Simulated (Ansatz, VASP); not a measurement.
# WSe2 in two plane-wave programs, part 2 of 2

Wanted: the spread between two codes on one cell, functional and k mesh.  The cell is a member of a volume series, scaled by 0.98 from a relaxed one, so a pressure remains.

VASP 6.6.1 and Ansatz 0.2.0.

So far. Step 2 (Ansatz: single point, r2SCAN with rVV10): The run ends at a pressure of 3.26 GPa, with forces up to 0.38 eV/Å.

### 4. Side by side

Known differences besides the PAW data sets themselves: VASP keeps PBE cores, Ansatz makes them for the functional; the data sets hold 92 valence electrons in Ansatz (default PAW (the set named soft_2) files) and 36 in VASP; the cutoff is 500 eV in Ansatz and 400 eV in VASP. Total energies have different zeros and are not compared.

Compared:

| quantity | Ansatz | VASP | difference |
| --- | --- | --- | --- |
| pressure (GPa) | 3.26 | 3.11 | +0.15 |
| gap on the k mesh (eV) | 1.237 | 1.236 | +0.001 |

Forces (eV/Å; atoms numbered as in POSCAR):

```
atom        Ansatz x, y, z          VASP x, y, z
  W1   0.000, 0.000, 0.000   0.000, 0.000, 0.000
  W2   0.000, 0.000, 0.000   0.000, 0.000, 0.000
 Se3  0.000, 0.000, -0.377  0.000, 0.000, -0.358
 Se4  0.000, 0.000, -0.377  0.000, 0.000, -0.358
 Se5   0.000, 0.000, 0.377   0.000, 0.000, 0.358
 Se6   0.000, 0.000, 0.377   0.000, 0.000, 0.358
```

The forces differ by 8.8 meV/Å r.m.s., which is 5.2 % of the r.m.s. force of 0.17 eV/Å (both taken over all components). Ansatz's pressure holds a Pulay correction of 0.03 GPa; VASP's holds none.

### 5. VASP: single point, r2SCAN with rVV10

A single point gives forces, pressure and levels at one fixed geometry, so differences don't come from the geometry; what else differs is listed under the comparison. The cell compared in this pair holds 126.37 Å³, against 121.42 Å³ for the pair before.

INCAR

```
SYSTEM = WSe2
PREC = Accurate
ENCUT = 400
EDIFF = 1E-06
NELM = 100
ISMEAR = 0
SIGMA = 0.05
LREAL = .FALSE.
ALGO = Normal
METAGGA = R2SCAN
LUSE_VDW = .TRUE.
IVDW_NL = 2
BPARAM = 11.95
CPARAM = 0.0093
LASPH = .TRUE.
NBANDS = 24
LORBIT = 11
LWAVE = .FALSE.
LCHARG = .FALSE.
KPAR = 4
ISIF = 2
```

POSCAR

```
WSe2
1.0
    3.3190187027      0.0000000000      0.0000000000
   -1.6595093514      2.8743545122      0.0000000000
    0.0000000000      0.0000000000     13.2463890903
W Se
2 4
Direct
    0.3333333333      0.6666666667      0.2500000000
    0.6666666667      0.3333333333      0.7500000000
    0.3333333333      0.6666666667      0.6234663120
    0.6666666667      0.3333333333      0.1234663120
    0.3333333333      0.6666666667      0.8765336880
    0.6666666667      0.3333333333      0.3765336880
```

KPOINTS

```
Automatic mesh
0
Gamma
9 9 2
0 0 0
```

The projector-augmented-wave data sets are W and Se (PBE family, release 64).

Started as:

```
> mpirun -np 4 vasp_std
```

Numbers of over 12 decimals in the logs are rounded to 6 here.

Output:

```text
[banner, memory and clock lines left out]
running    4 mpi-ranks, on    1 nodes
[...]
[... a notice as in an earlier step ...]

 [... a notice as in an earlier step ...]

 LDA part: xc-table for (None), standard interpolation
 POSCAR, INCAR and KPOINTS ok, starting setup
[...]
entering main loop
       N       E                     dE             d eps       ncg     rms          rms(c)
Total rVV10 correction in eV:      0.7371799    50.8315464
Total rVV10 correction in eV:      0.7371799    50.8315464
Total rVV10 correction in eV:      0.7371799    50.8315464
Total rVV10 correction in eV:      0.7371799    50.8315464
DAV:   1     0.399215405366E+02    0.39922E+02   -0.13902E+04  1152   0.109E+03
DAV:   2    -0.156019357296E+03   -0.19594E+03   -0.18892E+03  1608   0.240E+02
DAV:   3    -0.168146764866E+03   -0.12127E+02   -0.11799E+02  1520   0.602E+01
DAV:   4    -0.168384712734E+03   -0.23795E+00   -0.23735E+00  1632   0.878E+00
DAV:   5    -0.168387918441E+03   -0.32057E-02   -0.32032E-02  1520   0.896E-01    0.279E+01
[...]
Total rVV10 correction in eV:      0.7516095    50.8315461
DAV:  12    -0.163005672933E+03   -0.38183E-05   -0.27861E-04  1656   0.113E-01    0.390E-02
Total rVV10 correction in eV:      0.7514264    50.8315461
Total rVV10 correction in eV:      0.7514264    50.8315461
Total rVV10 correction in eV:      0.7514264    50.8315461
Total rVV10 correction in eV:      0.7514264    50.8315461
DAV:  13    -0.163005677835E+03   -0.49021E-05   -0.26231E-05  1584   0.332E-02    0.304E-02
Total rVV10 correction in eV:      0.7514466    50.8315461
Total rVV10 correction in eV:      0.7514466    50.8315461
Total rVV10 correction in eV:      0.7514466    50.8315461
Total rVV10 correction in eV:      0.7514466    50.8315461
DAV:  14    -0.163005677799E+03    0.36084E-07   -0.35805E-06  1400   0.115E-02
Total rVV10 correction in eV:      0.7514485    50.8315461
Total rVV10 correction in eV:      0.7514485    50.8315461
Total rVV10 correction in eV:      0.7514485    50.8315461
Total rVV10 correction in eV:      0.7514485    50.8315461
Total rVV10 correction in eV:      0.7514603    50.8315461
Total rVV10 correction in eV:      0.7514603    50.8315461
Total rVV10 correction in eV:      0.7514603    50.8315461
Total rVV10 correction in eV:      0.7514603    50.8315461
   1 F= -.16300568E+03 E0= -.16300568E+03  d E =-.154099E-10
```

From OUTCAR (step 5):

```text
  Total       -2.0037134     -2.0037134     -2.4246553      0.0000000      0.0000000      0.0000000
  in kB      -25.4037977    -25.4037977    -30.7406504      0.0000000      0.0000000      0.0000000
  external PRESSURE =     -27.1827486 kB  Pullay stress =       0.0000000 kB

 POSITION                                       TOTAL-FORCE (eV/Angst)
 -----------------------------------------------------------------------------------
     -0.00000      1.91624      3.31160        -0.000000      0.000000      0.000000
      1.65951      0.95812      9.93479         0.000000     -0.000000      0.000000
     -0.00000      1.91624      8.25868        -0.000000      0.000000      0.331071
      1.65951      0.95812      1.63548         0.000000     -0.000000      0.331071
     -0.00000      1.91624     11.61091        -0.000000     -0.000000     -0.331071
      1.65951      0.95812      4.98771         0.000000      0.000000     -0.331071
 -----------------------------------------------------------------------------------
    total drift:                               -0.000000      0.000000     -0.000000

  FREE ENERGIE OF THE ION-ELECTRON SYSTEM (eV)
  ---------------------------------------------------
  free  energy   TOTEN  =      -163.0056777988 eV

  energy  without entropy=     -163.0056777988  energy(sigma->0) =     -163.00567780

[... 1 part as in an earlier step ...]

[... 2 further parts left out ...]
[key lines of the parts left out:]
E-fermi :   4.8824
```

The run ends at a pressure of -2.72 GPa, with forces up to 0.33 eV/Å.

### 6. Ansatz: single point, r2SCAN with rVV10

The same cell, functional, mesh and smearing now go to Ansatz, which takes its cutoff from its data sets.

The cell is a member of a volume series, scaled by 1.02 from a relaxed one, so a pressure remains.

input.yaml

```yaml
crystal:
  lattice:
    - [3.3190187027, 0.0, 0.0]
    - [-1.6595093514, 2.8743545122, 0.0]
    - [0.0, 0.0, 13.2463890903]
  atoms:
    - { symbol: W, position: [0.3333333333, 0.6666666667, 0.25] }
    - { symbol: W, position: [0.6666666667, 0.3333333333, 0.75] }
    - { symbol: Se, position: [0.3333333333, 0.6666666667, 0.623466312] }
    - { symbol: Se, position: [0.6666666667, 0.3333333333, 0.123466312] }
    - { symbol: Se, position: [0.3333333333, 0.6666666667, 0.876533688] }
    - { symbol: Se, position: [0.6666666667, 0.3333333333, 0.376533688] }
hamiltonian:
  xc: r2scan
  pseudopotentials: { kind: paw }
  dispersion: rvv10
kpoints:
  mp_grid: { grid: [9, 9, 2] }
scf:
  occupations: { method: gaussian, width: 0.05 }
  n_extra_bands: 5
output:
  forces: true
  stress: true
  eigenvalues: true
  write_density: true
  write_potential: true
  elf: true
  volumetric_format: npy
```

Started as:

```
> ansatz run input.yaml --threads 4 --pin off --max-ram 9216MiB --backend cpu --events-out ev --progress --plain --runs-dir out
```

Output:

```text
[...]
Crystal: 6 atoms, lattice volume = 126.371 Å³
Basis set: ecut = 500 eV, 3157 PW (Γ), exchange–correlation on 120×120×480 points (64 copies of the dense FFT grid, shifted against one another)
Bands: 51, of which v1, the nominal top of the filled ones, is band 46 counted from 1 (45 counted from 0)
Symmetry: 24 space group operations
[...]
k-points: 24 of 162
[...]
k-point 0: bands = [... 42 lower, 10.4531, 10.7719, 11.0536, 12.0545, 14.7908, 14.7908, 14.8310, 14.8310, ... 1 higher]
  k-point 1: bands = [... 42 lower, 10.4309, 10.4309, 11.8170, 11.8170, 14.7963, 14.7963, 14.7963, 14.7963, ... 1 higher]
  k-point 2: bands = [... 42 lower, 10.3321, 11.0155, 11.0702, 11.7645, 14.2994, 14.5106, 14.6094, 14.6321, ... 1 higher]
  k-point 23: bands = [... 42 lower, 9.2520, 9.2520, 11.7367, 11.7367, 13.4223, 13.4223, 14.6871, 14.6871, ... 1 higher]
[key lines of the parts left out:]
SCF converged after 8 iterations
Free energy (F): -42699.985582 eV
Fermi energy:    12.674042 eV
P = ⅓ Tr σ = -2.4732 GPa (-24.732 kbar)
```

Elapsed: 3.8 s, on 4 threads of AMD EPYC 9R45 (Zen 5), shared host; peak memory 1.1 GiB.

The run ends at a pressure of -2.47 GPa, with forces up to 0.30 eV/Å.

### 7. Differences

Both answers:

```csv
quantity,Ansatz,VASP,difference
pressure (GPa),-2.47,-2.72,+0.25
gap on the k mesh (eV),1.244,1.242,+0.002
```

Forces (eV/Å; atoms numbered as in POSCAR):

| atom | Ansatz x, y, z | VASP x, y, z |
| --- | --- | --- |
| W1 | 0.000, 0.000, 0.000 | 0.000, 0.000, 0.000 |
| W2 | 0.000, 0.000, 0.000 | 0.000, 0.000, 0.000 |
| Se3 | 0.000, 0.000, 0.298 | 0.000, 0.000, 0.331 |
| Se4 | 0.000, 0.000, 0.298 | 0.000, 0.000, 0.331 |
| Se5 | 0.000, 0.000, -0.298 | 0.000, 0.000, -0.331 |
| Se6 | 0.000, 0.000, -0.298 | 0.000, 0.000, -0.331 |

The forces differ by 15 meV/Å r.m.s., which is 9.8 % of the r.m.s. force of 0.16 eV/Å (both taken over all components).

### 8. What moves the difference

The difference is large enough to ask for its cause, so further runs change the set-up of one program at a time, as the table lists.

```
                                    run  r.m.s. force difference (meV/Å)
                               as above                               15
     cores kept as stored, as VASP does                               12
Ansatz's larger PAW set (cutoff 950 eV)                               20
```

### 9. VASP: single point, r2SCAN with rVV10

With cell and atoms fixed, the geometry can't cause a difference; cores, projectors, grids and the points listed under the comparison can. The cell compared in this pair holds 131.33 Å³, against 126.37 Å³ for the pair before.

INCAR is that of step 5.

Changes to POSCAR since step 5:

```diff
@@ -2,5 +2,5 @@
 1.0
-    3.3190187027      0.0000000000      0.0000000000
-   -1.6595093514      2.8743545122      0.0000000000
-    0.0000000000      0.0000000000     13.2463890903
+    3.3618494745      0.0000000000      0.0000000000
+   -1.6809247373      2.9114470487      0.0000000000
+    0.0000000000      0.0000000000     13.4173290936
 W Se
```

KPOINTS is that of step 5.

Started as:

```
> mpirun -np 4 vasp_std
```

Output:

```text
[... set-up lines as in an earlier step ...]
 entering main loop
       N       E                     dE             d eps       ncg     rms          rms(c)
Total rVV10 correction in eV:      0.7657994    50.8315464
Total rVV10 correction in eV:      0.7657994    50.8315464
Total rVV10 correction in eV:      0.7657994    50.8315464
Total rVV10 correction in eV:      0.7657994    50.8315464
DAV:   1     0.379174633812E+02    0.37917E+02   -0.13657E+04  1152   0.108E+03
DAV:   2    -0.155872695316E+03   -0.19379E+03   -0.18642E+03  1608   0.235E+02
DAV:   3    -0.168289465932E+03   -0.12417E+02   -0.12338E+02  1536   0.620E+01
DAV:   4    -0.168515134825E+03   -0.22567E+00   -0.22522E+00  1608   0.880E+00
DAV:   5    -0.168519331701E+03   -0.41969E-02   -0.41943E-02  1600   0.991E-01    0.259E+01
Total rVV10 correction in eV:      0.7667822    50.8315469
Total rVV10 correction in eV:      0.7667822    50.8315469
Total rVV10 correction in eV:      0.7667822    50.8315469
Total rVV10 correction in eV:      0.7667822    50.8315469
[...]
Total rVV10 correction in eV:      0.7773743    50.8315469
DAV:  12    -0.162848522657E+03    0.21569E-04   -0.34147E-04  1656   0.123E-01    0.206E-02
Total rVV10 correction in eV:      0.7772588    50.8315469
Total rVV10 correction in eV:      0.7772588    50.8315469
Total rVV10 correction in eV:      0.7772588    50.8315469
Total rVV10 correction in eV:      0.7772588    50.8315469
DAV:  13    -0.162848525434E+03   -0.27764E-05   -0.23969E-05  1664   0.332E-02    0.308E-02
Total rVV10 correction in eV:      0.7772971    50.8315469
Total rVV10 correction in eV:      0.7772971    50.8315469
Total rVV10 correction in eV:      0.7772971    50.8315469
Total rVV10 correction in eV:      0.7772971    50.8315469
DAV:  14    -0.162848525468E+03   -0.34405E-07   -0.39846E-06  1408   0.124E-02
Total rVV10 correction in eV:      0.7772935    50.8315469
Total rVV10 correction in eV:      0.7772935    50.8315469
Total rVV10 correction in eV:      0.7772935    50.8315469
Total rVV10 correction in eV:      0.7772935    50.8315469
Total rVV10 correction in eV:      0.7772995    50.8315469
Total rVV10 correction in eV:      0.7772995    50.8315469
Total rVV10 correction in eV:      0.7772995    50.8315469
Total rVV10 correction in eV:      0.7772995    50.8315469
   1 F= -.16284853E+03 E0= -.16284853E+03  d E =-.886838E-11
```

Parts of OUTCAR (step 9):

```text
  Total       -5.7052968     -5.7052968     -6.7804054      0.0000000      0.0000000      0.0000000
  in kB      -69.6042236    -69.6042236    -82.7204740      0.0000000      0.0000000      0.0000000
  external PRESSURE =     -73.9763071 kB  Pullay stress =       0.0000000 kB

 POSITION                                       TOTAL-FORCE (eV/Angst)
 -----------------------------------------------------------------------------------
     -0.00000      1.94096      3.35433         0.000000      0.000000      0.000000
      1.68092      0.97048     10.06300        -0.000000      0.000000      0.000000
     -0.00000      1.94096      8.36525        -0.000000      0.000000      0.918856
      1.68092      0.97048      1.65659        -0.000000      0.000000      0.918856
     -0.00000      1.94096     11.76074        -0.000000     -0.000000     -0.918856
      1.68092      0.97048      5.05208         0.000000     -0.000000     -0.918856
 -----------------------------------------------------------------------------------
    total drift:                                0.000000     -0.000000      0.000000

  FREE ENERGIE OF THE ION-ELECTRON SYSTEM (eV)
  ---------------------------------------------------
  free  energy   TOTEN  =      -162.8485254683 eV

  energy  without entropy=     -162.8485254683  energy(sigma->0) =     -162.84852547

[... 1 part as in an earlier step ...]

[... 2 further parts left out ...]
[key lines of the parts left out:]
E-fermi :   4.4747
```

The run ends at a pressure of -7.40 GPa, with forces up to 0.92 eV/Å.

### 10. Ansatz: single point, r2SCAN with rVV10

The same cell, functional, mesh and smearing now go to Ansatz, which takes its cutoff from its data sets.

The cell is a member of a volume series, scaled by 1.06 from a relaxed one, so a pressure remains.

Changes to input.yaml since step 6:

```diff
@@ -2,5 +2,5 @@
   lattice:
-    - [3.3190187027, 0.0, 0.0]
-    - [-1.6595093514, 2.8743545122, 0.0]
-    - [0.0, 0.0, 13.2463890903]
+    - [3.3618494745, 0.0, 0.0]
+    - [-1.6809247373, 2.9114470487, 0.0]
+    - [0.0, 0.0, 13.4173290936]
   atoms:
@@ -25,5 +25 @@
   eigenvalues: true
-  write_density: true
-  write_potential: true
-  elf: true
-  volumetric_format: npy
```

Started as:

```
> ansatz run input.yaml --threads 4 --pin off --max-ram 9216MiB --backend cpu --events-out ev --progress --plain --runs-dir out
```

Output:

```text
[...]
Crystal: 6 atoms, lattice volume = 131.327 Å³
Basis set: ecut = 500 eV, 3325 PW (Γ), exchange–correlation on 120×120×480 points (64 copies of the dense FFT grid, shifted against one another)
Bands: 51, of which v1, the nominal top of the filled ones, is band 46 counted from 1 (45 counted from 0)
Symmetry: 24 space group operations
[...]
k-points: 24 of 162
[...]
k-point 0: bands = [... 42 lower, 9.8451, 10.1107, 10.4850, 11.3730, 14.0162, 14.0162, 14.0553, 14.0553, ... 1 higher]
  k-point 1: bands = [... 42 lower, 9.8239, 9.8239, 11.1576, 11.1576, 14.0187, 14.0187, 14.0187, 14.0187, ... 1 higher]
  k-point 2: bands = [... 42 lower, 9.7184, 10.3337, 10.4950, 11.1011, 13.5155, 13.7417, 13.8243, 13.8402, ... 1 higher]
  k-point 23: bands = [... 42 lower, 8.6603, 8.6603, 11.1153, 11.1153, 12.7060, 12.7060, 13.9809, 13.9809, ... 1 higher]
[key lines of the parts left out:]
SCF converged after 8 iterations
Free energy (F): -42699.835101 eV
Fermi energy:    11.993403 eV
P = ⅓ Tr σ = -7.0904 GPa (-70.904 kbar)
```

Wall time 3 s (4 threads); peak memory 1.1 GiB.

The run ends at a pressure of -7.09 GPa, with forces up to 0.88 eV/Å.

### 11. Side by side

Compared:

```csv
quantity,Ansatz,VASP,difference
pressure (GPa),-7.09,-7.40,+0.31
gap on the k mesh (eV),1.246,1.243,+0.003
```

Forces (eV/Å; atoms numbered as in POSCAR):

```
atom        Ansatz x, y, z          VASP x, y, z
  W1   0.000, 0.000, 0.000   0.000, 0.000, 0.000
  W2   0.000, 0.000, 0.000   0.000, 0.000, 0.000
 Se3   0.000, 0.000, 0.877   0.000, 0.000, 0.919
 Se4   0.000, 0.000, 0.877   0.000, 0.000, 0.919
 Se5  0.000, 0.000, -0.877  0.000, 0.000, -0.919
 Se6  0.000, 0.000, -0.877  0.000, 0.000, -0.919
```

The forces differ by 20 meV/Å r.m.s., which is 4.6 % of the r.m.s. force of 0.43 eV/Å (both taken over all components).

### 12. What moves the difference

The difference is large enough to ask for its cause, so further runs change the set-up of one program at a time, as the table lists.

```
                                    run  r.m.s. force difference (% of the r.m.s. force)
                               as above                                              4.6
     cores kept as stored, as VASP does                                              3.9
Ansatz's larger PAW set (cutoff 950 eV)                                              5.7
```

### 13. Outcome

| Item | Value |
| --- | --- |
| r.m.s. force difference (single point, r2SCAN with rVV10, volume scaled by 0.98) | 8.8 meV/Å |
| r.m.s. force difference (single point, r2SCAN with rVV10, volume scaled by 1.02) | 15 meV/Å |
| r.m.s. force difference (single point, r2SCAN with rVV10, volume scaled by 1.06) | 4.6 % of the r.m.s. force |

The r.m.s. force difference is 4.6 % of the r.m.s. force (single point, r2SCAN with rVV10), beyond the 3 % picked in this series as the mark of a large difference. For single point, r2SCAN with rVV10: no further run halves the r.m.s. force difference; only Ansatz's side was varied. 2 further runs on this material are not shown. How closely two codes agree says nothing of how well the functional describes the real material.

[Lines on the potential files, build, host, timing and source positions are cut from VASP's logs without a mark.]

[Logs are printed without paths, hosts, clocks, repeated set-up lines and the standing remarks that a program may print on its own settings, such as how far it seeks lower states.]

[Hosts, paths, dates, database ids (printed as entryN), source tags and the programs' standing remarks are cut or masked in the printed files.]
